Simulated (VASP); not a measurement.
# Re (Rhenium) with PBEsol: from relaxation to properties, part 3 of 5

What structure does Re (Rhenium) take at this level, and what are its properties? Left out of this account: 1 further run (vcrelax: its dispersion library returned no energy). The start is a cell from a database of measured crystal structures.

VASP 6.6.1, plane waves and PAW; the level of theory is named at each step.

So far. Step 4 (Density, ELF and potential (PBEsol)): In this run the pressure is -0.05 GPa, small enough to go on. Step 5 (Bands along the symmetry lines (PBEsol)): There is no gap at this level.

### Step 6. Density of states (PBEsol)

Level of this step: PBEsol; plane waves and PAW (Re) (VASP).

A density of states needs more k-points than a total energy; ISMEAR = -5 takes tetrahedra, and LORBIT projects the states on the PAW spheres. The mesh is finer than in the run before.

The input, INCAR:

```
SYSTEM = Re
PREC = Accurate
ENCUT = 400
EDIFF = 1E-06
NELM = 100
ISMEAR = -5
SIGMA = 0.2
LREAL = .FALSE.
ALGO = Normal
GGA = PS
NBANDS = 19
LASPH = .TRUE.
LORBIT = 11
LWAVE = .FALSE.
LCHARG = .FALSE.
KPAR = 2
NEDOS = 2001
```

The input, POSCAR:

```
Re
1.0
    2.7503563991      0.0000000000      0.0000000000
   -1.3751781995      2.3818785111      0.0000000000
    0.0000000000      0.0000000000      4.4434557849
Re
2
Direct
    0.3333333333      0.6666666667      0.2500000000
    0.6666666667      0.3333333333      0.7500000000
```

The input, KPOINTS:

```
Automatic mesh
0
Gamma
16 16 9
0 0 0
```

PAW data sets: Re (PBE family, release 64).

Run with:

```console
> mpirun -np 2 vasp_std
```

Output:

```text
[... set-up lines as in an earlier step ...]
 entering main loop
       N       E                     dE             d eps       ncg     rms          rms(c)
DAV:   1     0.144434003041E+02    0.14443E+02   -0.56450E+03 11386   0.819E+02
DAV:   2    -0.273622000222E+02   -0.41806E+02   -0.36144E+02 10072   0.252E+02
DAV:   3    -0.282407349482E+02   -0.87853E+00   -0.87012E+00  9841   0.374E+01
DAV:   4    -0.282478512372E+02   -0.71163E-02   -0.71139E-02  9841   0.180E+00
DAV:   5    -0.282479324991E+02   -0.81262E-04   -0.81221E-04  9428   0.400E-01    0.455E+01
DAV:   6    -0.271217970381E+02    0.11261E+01   -0.55681E-01  9772   0.183E+01    0.188E+01
DAV:   7    -0.267491732159E+02    0.37262E+00   -0.39353E-01 10173   0.148E+01    0.526E-01
DAV:   8    -0.267376201857E+02    0.11553E-01   -0.77523E-03  9173   0.553E-01    0.151E-01
DAV:   9    -0.267366232716E+02    0.99691E-03   -0.36305E-04 10090   0.154E-01    0.491E-02
DAV:  10    -0.267366336003E+02   -0.10329E-04   -0.50293E-05  9683   0.682E-02    0.207E-02
DAV:  11    -0.267366369602E+02   -0.33599E-05   -0.28109E-07  5206   0.772E-03    0.406E-03
DAV:  12    -0.267366358434E+02    0.11168E-05   -0.12305E-07  4011   0.111E-02    0.874E-03
DAV:  13    -0.267366363867E+02   -0.54325E-06   -0.75702E-08  3943   0.874E-03
   1 F= -.26736636E+02 E0= -.26736636E+02  d E =0.000000E+00
 -----------------------------------------------------------------------------
|                                                                             |
|           W    W    AA    RRRRR   N    N  II  N    N   GGGG   !!!           |
|           W    W   A  A   R    R  NN   N  II  NN   N  G    G  !!!           |
|           W    W  A    A  R    R  N N  N  II  N N  N  G       !!!           |
|           W WW W  AAAAAA  RRRRR   N  N N  II  N  N N  G  GGG   !            |
|           WW  WW  A    A  R   R   N   NN  II  N   NN  G    G                |
|           W    W  A    A  R    R  N    N  II  N    N   GGGG   !!!           |
|                                                                             |
|     Tetrahedron method does not include variations of the Fermi             |
|     occupations, so forces and stress will be inaccurate. We suggest        |
|     using a different smearing scheme ISMEAR = 1 or 2 for metals in         |
|     relaxations.                                                            |
|                                                                             |
 -----------------------------------------------------------------------------
```

It took 23 s on 2 MPI ranks of Intel Xeon 6975P-C (Granite Rapids), shared host; peak memory 0.33 GiB; 43 s of CPU time.

OUTCAR, selected parts (step 6):

```text
   k-points           NKPTS =    150   k-points in BZ     NKDIM =    150   number of bands    NBANDS=     19

   NELECT =      14.0000    total number of electrons

 E-fermi :   7.8216

 k-point     1 :       0.0000    0.0000    0.0000
  band No.  band energies     occupation
    ...
      3       6.2336      2.00000
      4       6.2374      2.00000
      5       6.2374      2.00000
      6       7.0903      2.00000
      7       7.0903      2.00000
      8       8.0413      0.04422
      9       8.0413      0.00000
     10       8.4835      0.00000
     11      11.2713      0.00000
     12      11.2713      0.00000
    ...

  Total        0.0477616      0.0477616     -0.0928636      0.0000000      0.0000000      0.0000000
  in kB        2.6288167      2.6288167     -5.1112424      0.0000000      0.0000000      0.0000000
  external PRESSURE =       0.0487970 kB  Pullay stress =       0.0000000 kB

  FREE ENERGIE OF THE ION-ELECTRON SYSTEM (eV)
  ---------------------------------------------------
  free  energy   TOTEN  =       -26.7366363867 eV

  energy  without entropy=      -26.7366363867  energy(sigma->0) =      -26.73663639

[... 8 parts as in an earlier step ...]

[... 9 further parts left out ...]
```

With tetrahedra the forces and stress of a metal are not exact derivatives of the energy.

This step gave:

```
SCF cycles             : 13
irreducible k-points   : 150
free energy (TOTEN)    : -26.74 eV
Fermi energy           : 7.822 eV
pressure               : 0.004880 GPa
DOS at the Fermi level : 1.294 states/eV/cell
```

The density of states has structure finer than the step of the table below, so its rows give means over 0.5 eV, whole bins alone (the curve runs from -11.9 to 7.91 eV). Peaks (eV: height): total -3.31: 2.88, -2.24: 3.70, -0.78: 3.38, 3.99: 2.75; Re d -3.31: 2.16, -2.24: 2.95, -0.78: 2.62, 3.99: 2.56; Re p -4.24: 0.241, -3.31: 0.314, -2.24: 0.359, -0.70: 0.417; Re s -6.47: 0.491, 7.60: 0.151.

States under -11.9 eV and over 7.9 eV are left out. Density of states against energy, zero at the Fermi level; means over each step; values in states/eV/cell:

```csv
energy (eV),total,Re d,Re p,Re s
-10.5,0,0,0,0
-10.0,0.00654,0,5.2e-5,0.00514
-9.5,0.0642,1.8e-5,0.00181,0.0492
-9.0,0.107,0.00104,0.00575,0.0788
-8.5,0.149,0.00339,0.0115,0.104
-8.0,0.201,0.00911,0.0197,0.132
-7.5,0.260,0.0207,0.0298,0.159
-7.0,0.380,0.0607,0.0455,0.204
-6.5,1.18,0.517,0.0815,0.400
-6.0,1.52,0.828,0.0996,0.377
-5.5,1.96,1.24,0.128,0.320
-5.0,1.84,1.27,0.134,0.188
-4.5,1.53,1.08,0.155,0.103
-4.0,1.89,1.45,0.174,0.0581
-3.5,2.36,1.76,0.263,0.0575
-3.0,1.72,1.27,0.201,0.0410
-2.5,1.51,1.17,0.164,0.0266
-2.0,2.77,2.20,0.263,0.0531
-1.5,2.47,1.94,0.249,0.0559
-1.0,2.71,2.13,0.301,0.0496
-0.5,2.52,1.93,0.324,0.0396
0.0,1.49,1.13,0.202,0.0196
0.5,1.36,1.11,0.131,0.0111
1.0,1.20,1.01,0.0881,0.00837
1.5,1.11,0.969,0.0570,0.00803
2.0,1.18,1.06,0.0365,0.00920
2.5,1.25,1.12,0.0411,0.0131
3.0,1.87,1.70,0.0554,0.0178
3.5,2.37,2.17,0.0614,0.0229
4.0,2.62,2.43,0.0583,0.0271
4.5,1.45,1.29,0.0691,0.0281
5.0,0.629,0.482,0.0779,0.0311
5.5,0.604,0.432,0.0956,0.0350
6.0,0.608,0.402,0.113,0.0457
6.5,0.602,0.355,0.124,0.0663
7.0,0.575,0.287,0.132,0.0883
7.5,0.648,0.288,0.164,0.111
```

The finer mesh and the other smearing move the Fermi level by -0.04 eV from the 11×11×6 run, a small shift, which tests the Fermi level alone. Of the states within 0.3 eV of the Fermi level, the largest shares in the PAW spheres are Re d 76 % and Re p 13 %. The rest lies in smaller channels or between the spheres.

### Step 7. Volume scan with PBEsol, volume scale 0.94

An equation of state needs energies on both sides of the minimum, all on one mesh and cutoff.

The input, INCAR:

```
SYSTEM = Re
PREC = Accurate
ENCUT = 400
EDIFF = 1E-06
NELM = 100
ISMEAR = 1
SIGMA = 0.2
LREAL = .FALSE.
ALGO = Normal
GGA = PS
NBANDS = 13
LASPH = .TRUE.
LORBIT = 11
LWAVE = .FALSE.
LCHARG = .FALSE.
KPAR = 2
ISIF = 2
```

The input, POSCAR:

```
Re
1.0
    2.6942109226      0.0000000000      0.0000000000
   -1.3471054612      2.3332551021      0.0000000000
    0.0000000000      0.0000000000      4.3527475616
Re
2
Direct
    0.3333333333      0.6666666667      0.2500000000
    0.6666666667      0.3333333333      0.7500000000
```

The input, KPOINTS:

```
Automatic mesh
0
Gamma
11 11 6
0 0 0
```

Run with:

```console
> mpirun -np 2 vasp_std
```

Output:

```text
[... set-up lines as in an earlier step ...]
 entering main loop
       N       E                     dE             d eps       ncg     rms          rms(c)
DAV:   1     0.121436238288E+02    0.12144E+02   -0.61122E+03  3328   0.122E+03
DAV:   2    -0.268802512366E+02   -0.39024E+02   -0.34598E+02  2738   0.278E+02
DAV:   3    -0.279615404799E+02   -0.10813E+01   -0.10066E+01  2774   0.513E+01
DAV:   4    -0.279757715334E+02   -0.14231E-01   -0.14125E-01  2628   0.369E+00
DAV:   5    -0.279760134250E+02   -0.24189E-03   -0.24184E-03  2790   0.689E-01    0.511E+01
DAV:   6    -0.269710718866E+02    0.10049E+01   -0.71216E-01  2875   0.227E+01    0.231E+01
DAV:   7    -0.265949553458E+02    0.37612E+00   -0.59700E-01  2924   0.202E+01    0.390E-01
DAV:   8    -0.265859648386E+02    0.89905E-02   -0.62331E-03  2616   0.684E-01    0.189E-01
DAV:   9    -0.265848124694E+02    0.11524E-02   -0.55103E-04  2856   0.229E-01    0.501E-02
DAV:  10    -0.265848225035E+02   -0.10034E-04   -0.82719E-05  2768   0.141E-01    0.219E-02
DAV:  11    -0.265848216864E+02    0.81712E-06   -0.19677E-07  1642   0.182E-02
   1 F= -.26584822E+02 E0= -.26585286E+02  d E =0.139428E-02
```

The job ended after 7.2 s (2 MPI ranks; peak memory 0.25 GiB; 13 s of CPU time).

Parts of OUTCAR (step 7):

```text
   ENCUT  =  400.0 eV  29.40 Ry    5.42 a.u.   4.39  4.39  7.10*2*pi/ulx,y,z

   NELECT =      14.0000    total number of electrons

 E-fermi :   8.6638

 k-point     1 :       0.0000    0.0000    0.0000
  band No.  band energies     occupation
    ...
      3       6.8514      2.00000
      4       6.8514      2.00000
      5       6.8576      2.00000
      6       7.7945      2.00000
      7       7.7945      2.00000
      8       8.8349     -0.00589
      9       8.8349     -0.00589
     10       9.4344     -0.00000
     11      12.3624     -0.00000
     12      12.3624     -0.00000
    ...

  Total        4.8110429      4.8110429      4.8349299      0.0000000      0.0000000      0.0000000
  in kB      281.7036736    281.7036736    283.1023471      0.0000000      0.0000000      0.0000000
  external PRESSURE =     282.1698981 kB  Pullay stress =       0.0000000 kB

 POSITION                                       TOTAL-FORCE (eV/Angst)
 -----------------------------------------------------------------------------------
     -0.00000      1.55550      1.08819         0.000000     -0.000000      0.000000
      1.34711      0.77775      3.26456        -0.000000      0.000000      0.000000
 -----------------------------------------------------------------------------------
    total drift:                               -0.000000      0.000000     -0.000000

  FREE ENERGIE OF THE ION-ELECTRON SYSTEM (eV)
  ---------------------------------------------------
  free  energy   TOTEN  =       -26.5848216864 eV

  energy  without entropy=      -26.5862159661  energy(sigma->0) =      -26.58528645

[... 3 parts as in an earlier step ...]

[... 13 further parts left out ...]
```

The scan keeps the cell's shape and the fractional positions fixed.

Numbers from this step:

```yaml
scf_cycles: 11
bands: 13
irreducible_k_points: 64
free_energy_toten: -26.58 eV
energy_at_zero_smearing: -26.59 eV
fermi_energy: 8.664 eV
pressure: 28.22 GPa
```

The pressure here is 28.22 GPa.

### Step 8. Volume scan with PBEsol, volume scale 0.96

INCAR is that of step 7.

The input, POSCAR:

```
Re
1.0
    2.7131848641      0.0000000000      0.0000000000
   -1.3565924320      2.3496870175      0.0000000000
    0.0000000000      0.0000000000      4.3834017234
Re
2
Direct
    0.3333333333      0.6666666667      0.2500000000
    0.6666666667      0.3333333333      0.7500000000
```

KPOINTS is that of step 7.

Run with:

```console
> mpirun -np 2 vasp_std
```

Output:

```text
[... set-up lines as in an earlier step ...]
 entering main loop
       N       E                     dE             d eps       ncg     rms          rms(c)
DAV:   1     0.113940358533E+02    0.11394E+02   -0.61103E+03  3318   0.121E+03
DAV:   2    -0.269892521168E+02   -0.38383E+02   -0.34244E+02  2756   0.264E+02
DAV:   3    -0.280840759588E+02   -0.10948E+01   -0.10272E+01  2875   0.526E+01
DAV:   4    -0.280996512149E+02   -0.15575E-01   -0.15508E-01  2566   0.337E+00
DAV:   5    -0.280998591718E+02   -0.20796E-03   -0.20791E-03  2813   0.711E-01    0.491E+01
DAV:   6    -0.270558347065E+02    0.10440E+01   -0.78758E-01  2883   0.241E+01    0.216E+01
DAV:   7    -0.266794067241E+02    0.37643E+00   -0.62023E-01  2942   0.207E+01    0.422E-01
DAV:   8    -0.266695005312E+02    0.99062E-02   -0.65182E-03  2605   0.669E-01    0.161E-01
DAV:   9    -0.266683282757E+02    0.11723E-02   -0.57187E-04  2898   0.228E-01    0.483E-02
DAV:  10    -0.266683371724E+02   -0.88967E-05   -0.72858E-05  2790   0.125E-01    0.200E-02
DAV:  11    -0.266683370176E+02    0.15478E-06   -0.15860E-07  1617   0.167E-02
   1 F= -.26668337E+02 E0= -.26668561E+02  d E =0.673145E-03
```

It took 7.4 s on 2 MPI ranks; peak memory 0.25 GiB.

OUTCAR, selected parts (step 8):

```text
   ENCUT  =  400.0 eV  29.40 Ry    5.42 a.u.   4.42  4.42  7.15*2*pi/ulx,y,z

   NELECT =      14.0000    total number of electrons

 E-fermi :   8.3841

 k-point     1 :       0.0000    0.0000    0.0000
  band No.  band energies     occupation
    ...
      3       6.6405      2.00000
      4       6.6405      2.00000
      5       6.6433      2.00000
      6       7.5521      2.00000
      7       7.5521      2.00000
      8       8.5614     -0.01799
      9       8.5614     -0.01799
     10       9.1008     -0.00000
     11      11.9854     -0.00000
     12      11.9854     -0.00000
    ...

  Total        3.0892951      3.0892951      3.1119069      0.0000000      0.0000000      0.0000000
  in kB      177.1206934    177.1206934    178.4171082      0.0000000      0.0000000      0.0000000
  external PRESSURE =     177.5528317 kB  Pullay stress =       0.0000000 kB

 POSITION                                       TOTAL-FORCE (eV/Angst)
 -----------------------------------------------------------------------------------
     -0.00000      1.56646      1.09585        -0.000000      0.000000      0.000000
      1.35659      0.78323      3.28755         0.000000     -0.000000      0.000000
 -----------------------------------------------------------------------------------
    total drift:                               -0.000000      0.000000     -0.000000

  FREE ENERGIE OF THE ION-ELECTRON SYSTEM (eV)
  ---------------------------------------------------
  free  energy   TOTEN  =       -26.6683370176 eV

  energy  without entropy=      -26.6690101626  energy(sigma->0) =      -26.66856140

[... 4 parts as in an earlier step ...]

[... 12 further parts left out ...]
```

Numbers from this step:

```
free energy (TOTEN)     : -26.67 eV
energy at zero smearing : -26.67 eV
Fermi energy            : 8.384 eV
pressure                : 17.76 GPa
```

The pressure falls from 28.22 to 17.76 GPa.

The run ends at a pressure of 17.76 GPa.

### Step 9. Volume scan with PBEsol, volume scale 0.98

INCAR is that of step 8.

The input, POSCAR:

```
Re
1.0
    2.7318970751      0.0000000000      0.0000000000
   -1.3659485375      2.3658922676      0.0000000000
    0.0000000000      0.0000000000      4.4136330354
Re
2
Direct
    0.3333333333      0.6666666667      0.2500000000
    0.6666666667      0.3333333333      0.7500000000
```

KPOINTS is that of step 8.

Run with:

```console
> mpirun -np 2 vasp_std
```

Output:

```text
[... set-up lines as in an earlier step ...]
 entering main loop
       N       E                     dE             d eps       ncg     rms          rms(c)
DAV:   1     0.103269524947E+02    0.10327E+02   -0.61200E+03  3318   0.122E+03
DAV:   2    -0.270970261601E+02   -0.37424E+02   -0.33103E+02  2692   0.263E+02
DAV:   3    -0.281735832701E+02   -0.10766E+01   -0.98525E+00  2862   0.502E+01
DAV:   4    -0.281882622509E+02   -0.14679E-01   -0.14558E-01  2599   0.373E+00
[...]
DAV:   9    -0.267158006338E+02    0.11812E-02   -0.59989E-04  2977   0.246E-01    0.476E-02
DAV:  10    -0.267158090858E+02   -0.84520E-05   -0.62724E-05  2745   0.105E-01    0.155E-02
DAV:  11    -0.267158094826E+02   -0.39677E-06   -0.15642E-07  1677   0.142E-02
   1 F= -.26715809E+02 E0= -.26715782E+02  d E =-.828239E-04
```

Wall time 7.2 s (2 MPI ranks); peak memory 0.25 GiB.

From OUTCAR (step 9):

```text
  Total        1.4833438      1.4833438      1.5046367      0.0000000     -0.0000000      0.0000000
  in kB       83.3099546     83.3099546     84.5058368      0.0000000     -0.0000000      0.0000000
  external PRESSURE =      83.7085820 kB  Pullay stress =       0.0000000 kB

 POSITION                                       TOTAL-FORCE (eV/Angst)
 -----------------------------------------------------------------------------------
     -0.00000      1.57726      1.10341         0.000000      0.000000      0.000000
      1.36595      0.78863      3.31022        -0.000000     -0.000000      0.000000
 -----------------------------------------------------------------------------------
    total drift:                               -0.000000      0.000000     -0.000000

  FREE ENERGIE OF THE ION-ELECTRON SYSTEM (eV)
  ---------------------------------------------------
  free  energy   TOTEN  =       -26.7158094826 eV

  energy  without entropy=      -26.7157266587  energy(sigma->0) =      -26.71578187

[... 1 part as in an earlier step ...]

[... 2 further parts left out ...]
[key lines of the parts left out:]
E-fermi :   8.1155
```

The pressure falls from 17.76 to 8.37 GPa.

The run ends at a pressure of 8.37 GPa.

### Step 10. Volume scan with PBEsol, volume scale 1

INCAR is that of step 9.

The input, POSCAR:

```
Re
1.0
    2.7503563991      0.0000000000      0.0000000000
   -1.3751781995      2.3818785111      0.0000000000
    0.0000000000      0.0000000000      4.4434557849
Re
2
Direct
    0.3333333333      0.6666666667      0.2500000000
    0.6666666667      0.3333333333      0.7500000000
```

KPOINTS is that of step 9.

Run with:

```console
> mpirun -np 2 vasp_std
```

Output:

```text
[... set-up lines as in an earlier step ...]
 entering main loop
       N       E                     dE             d eps       ncg     rms          rms(c)
[... 11 cycles as in an earlier step ...]
   1 F= -.26730946E+02 E0= -.26730672E+02  d E =-.823431E-03
```

The job ended after 6.8 s (2 MPI ranks; peak memory 0.26 GiB).

From OUTCAR (step 10):

```text
[... 6 parts as in an earlier step ...]

[... 1 further part left out ...]
[key lines of the parts left out:]
E-fermi :   7.8576
```

The pressure falls from 8.37 to -0.05 GPa, so it vanishes between these two volumes.

### Step 11. Volume scan with PBEsol, volume scale 1.02

INCAR is that of step 10.

The input, POSCAR:

```
Re
1.0
    2.7685712107      0.0000000000      0.0000000000
   -1.3842856053      2.3976530007      0.0000000000
    0.0000000000      0.0000000000      4.4728835020
Re
2
Direct
    0.3333333333      0.6666666667      0.2500000000
    0.6666666667      0.3333333333      0.7500000000
```

KPOINTS is that of step 10.

Run with:

```console
> mpirun -np 2 vasp_std
```

Output:

```text
[... set-up lines as in an earlier step ...]
 entering main loop
       N       E                     dE             d eps       ncg     rms          rms(c)
DAV:   1     0.114169995724E+02    0.11417E+02   -0.60614E+03  3318   0.119E+03
DAV:   2    -0.271656626373E+02   -0.38583E+02   -0.34460E+02  2719   0.264E+02
DAV:   3    -0.282605099528E+02   -0.10948E+01   -0.10349E+01  2911   0.487E+01
DAV:   4    -0.282734018089E+02   -0.12892E-01   -0.12795E-01  2656   0.345E+00
[...]
DAV:   9    -0.267171091291E+02    0.10894E-02   -0.57890E-04  3080   0.259E-01    0.409E-02
DAV:  10    -0.267171130464E+02   -0.39174E-05   -0.55029E-05  2708   0.857E-02    0.177E-02
DAV:  11    -0.267171138975E+02   -0.85108E-06   -0.26218E-07  1584   0.208E-02
   1 F= -.26717114E+02 E0= -.26716612E+02  d E =-.150459E-02
```

Run time: 7 s. Hardware: 2 MPI ranks; peak memory 0.25 GiB.

Parts of OUTCAR (step 11):

```text
  Total       -1.4139090     -1.4139090     -1.3996997     -0.0000000      0.0000000      0.0000000
  in kB      -76.2961126    -76.2961126    -75.5293668     -0.0000000      0.0000000      0.0000000
  external PRESSURE =     -76.0405307 kB  Pullay stress =       0.0000000 kB

 POSITION                                       TOTAL-FORCE (eV/Angst)
 -----------------------------------------------------------------------------------
     -0.00000      1.59844      1.11822         0.000000      0.000000      0.000000
      1.38429      0.79922      3.35466        -0.000000      0.000000      0.000000
 -----------------------------------------------------------------------------------
    total drift:                               -0.000000      0.000000     -0.000000

  FREE ENERGIE OF THE ION-ELECTRON SYSTEM (eV)
  ---------------------------------------------------
  free  energy   TOTEN  =       -26.7171138975 eV

  energy  without entropy=      -26.7156093084  energy(sigma->0) =      -26.71661237

[... 1 part as in an earlier step ...]

[... 2 further parts left out ...]
[key lines of the parts left out:]
E-fermi :   7.6096
```

The pressure falls from -0.05 to -7.60 GPa.

The run ends at a pressure of -7.60 GPa.

(Part 3 of 5 ends here.)

[Lines on the potential files, build, host, timing and source positions are cut from VASP's logs without a mark.]

[Logs are printed without paths, hosts, clocks, repeated set-up lines and the standing remarks that a program may print on its own settings, such as how far it seeks lower states.]

[Hosts, paths, dates, database ids (printed as entryN), source tags and the programs' standing remarks are cut or masked in the printed files.]

[A measured line is paired with the nearest computed mode of its activity, which favours agreement.]
